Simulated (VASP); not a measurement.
These are LDA (Ceperley-Alder, Perdew-Zunger), VASP's LDA PAW potentials (set 64) (plane waves; VASP) values and carry that method's errors.

A VASP calculation is set up with these files.

File POSCAR:
```
TiCo
1
    2.9013106980    -0.0000000000     0.0000000000
   -0.0000000000     2.9013106980     0.0000000000
    0.0000000000    -0.0000000000     2.9013106980
Ti Co
1 1
Direct
  0.0000000000   0.0000000000   0.0000000000
  0.5000000000   0.5000000000   0.5000000000
```

**INCAR**
```
SYSTEM = TiCo
PREC = Accurate
ENCUT = 520
EDIFF = 1E-6
NELM = 100
ALGO = Normal
LREAL = .FALSE.
LASPH = .TRUE.
ISMEAR = 1
SIGMA = 0.1
LMAXMIX = 4
LWAVE = .FALSE.
LCHARG = .FALSE.
IBRION = 2
ISIF = 3
NSW = 60
EDIFFG = -0.01
```

### KPOINTS
```
Automatic mesh
0
Gamma
11 11 11
0 0 0
```

POTCAR, in this order: Ti_sv Co (LDA.64 set). Program: vasp_std.

What VASP printed:

**OSZICAR**
```
       N       E                     dE             d eps       ncg     rms          rms(c)
DAV:   1     0.150481516806E+03    0.15048E+03   -0.10491E+04  1568   0.192E+03
DAV:   2    -0.105973440565E+02   -0.16108E+03   -0.15840E+03  1622   0.416E+02
DAV:   3    -0.195668875772E+02   -0.89695E+01   -0.89074E+01  2430   0.109E+02
DAV:   4    -0.198504462646E+02   -0.28356E+00   -0.28138E+00  1932   0.157E+01
DAV:   5    -0.198615999041E+02   -0.11154E-01   -0.11153E-01  2290   0.288E+00    0.142E+01
DAV:   6    -0.181717447923E+02    0.16899E+01   -0.13990E+01  1802   0.581E+01    0.720E+00
DAV:   7    -0.197990572662E+02   -0.16273E+01   -0.24203E+01  2538   0.528E+01    0.199E+01
DAV:   8    -0.175869508128E+02    0.22121E+01   -0.13417E+01  2336   0.382E+01    0.175E+00
DAV:   9    -0.176151751990E+02   -0.28224E-01   -0.30495E-01  2284   0.557E+00    0.193E+00
DAV:  10    -0.175970295075E+02    0.18146E-01   -0.93410E-02  2342   0.396E+00    0.455E-01
DAV:  11    -0.175957130626E+02    0.13164E-02   -0.67375E-03  2084   0.944E-01    0.225E-01
DAV:  12    -0.175952958329E+02    0.41723E-03   -0.19370E-03  2350   0.382E-01    0.345E-02
DAV:  13    -0.175952933705E+02    0.24623E-05   -0.41645E-05  1724   0.725E-02    0.257E-02
DAV:  14    -0.175952895794E+02    0.37911E-05   -0.15829E-05  2282   0.414E-02    0.495E-03
DAV:  15    -0.175952893689E+02    0.21052E-06   -0.87792E-07   904   0.121E-02
   1 F= -.17595289E+02 E0= -.17595685E+02  d E =-.175953E+02
```

OUTCAR:
```
------------------------ aborting loop because EDIFF is reached ----------------------------------------
  FORCE on cell =-STRESS in cart. coord.  units (eV):
  Direction    XX          YY          ZZ          XY          YZ          ZX
  --------------------------------------------------------------------------------------
  Total       -0.0167722     -0.0167722     -0.0167722     -0.0000000     -0.0000000      0.0000000
  in kB       -1.1003164     -1.1003164     -1.1003164     -0.0000000     -0.0000000      0.0000000
  external PRESSURE =      -1.1003164 kB  Pullay stress =       0.0000000 kB
  volume of cell :       24.42
      direct lattice vectors                 reciprocal lattice vectors
     2.901310698  0.000000000  0.000000000     0.344671807  0.000000000  0.000000000
     0.000000000  2.901310698  0.000000000     0.000000000  0.344671807  0.000000000
     0.000000000  0.000000000  2.901310698     0.000000000  0.000000000  0.344671807
 POSITION                                       TOTAL-FORCE (eV/Angst)
 -----------------------------------------------------------------------------------
      0.00000      0.00000      0.00000         0.000000      0.000000      0.000000
      1.45066      1.45066      1.45066         0.000000      0.000000      0.000000
 -----------------------------------------------------------------------------------
    total drift:                                0.000000      0.000000     -0.000000
  FREE ENERGIE OF THE ION-ELECTRON SYSTEM (eV)
  ---------------------------------------------------
  free  energy   TOTEN  =       -17.5952893689 eV

  energy  without entropy=      -17.5964758687  energy(sigma->0) =      -17.59568487

 reached required accuracy - stopping structural energy minimisation
```
(Selected blocks of OUTCAR.)

The compound is TiCo in the CsCl type structure. It was relaxed first, which changed the volume by -9 %. The start is the result of an earlier pass. The run is not spin-polarised, so no magnetic state was tried. The electron count is odd and the run is not spin-polarised, which forces a metal.
